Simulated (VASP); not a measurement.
Input of a VASP 6.6.1 run:

The input INCAR:

```
SYSTEM = H4C
ALGO = Normal
EDIFF = 1E-7
EDIFFG = -0.003
ENCUT = 520
GGA = CA
IBRION = 2
ISIF = 2
ISMEAR = 0
LASPH = .True.
LCHARG = .False.
LREAL = .False.
LWAVE = .False.
NELM = 100
NSW = 100
PREC = Accurate
SIGMA = 0.01
```

KPOINTS

```
k-points
0
Gamma
  1 1 1
  0 0 0
```

The input POSCAR:

```
H4C
1.0
   12.0000000000      0.0000000000      0.0000000000
    0.0000000000     12.5000000000      0.0000000000
    0.0000000000      0.0000000000     13.0000000000
C H
1 4
Direct
    0.4784925574      0.5000003034      0.4719230769
    0.4784925574      0.5000003034      0.5561538462
    0.5645230574      0.5000003034      0.4438461538
    0.4354769426      0.5715245157      0.4438461538
    0.4354780372      0.4284754843      0.4438461538
```

Potentials or basis: VASP PAW LDA potentials, release 64 (C, H).

The run is started by

```bash
$ cat potpaw_LDA.64/C/POTCAR potpaw_LDA.64/H/POTCAR > POTCAR
$ mpirun -np 1 vasp_gam > vasp.out
```

Question: What does it give for the energy gained by relaxing?

Answer: 0.1 meV/atom.

Question: Predict the gap between the frontier levels.

Answer: 8.95 eV.

Final structure:
```yaml
crystal:
  lattice:
    - [12.00000, 0.00000, 0.00000]
    - [0.00000, 12.50000, 0.00000]
    - [0.00000, 0.00000, 13.00000]
  atoms:
    - { symbol: C, position: [0.47849, 0.50000, 0.47192] }
    - { symbol: H, position: [0.47849, 0.50000, 0.55638] }
    - { symbol: H, position: [0.56475, 0.50000, 0.44377] }
    - { symbol: H, position: [0.43536, 0.57172, 0.44377] }
    - { symbol: H, position: [0.43536, 0.42828, 0.44377] }
```
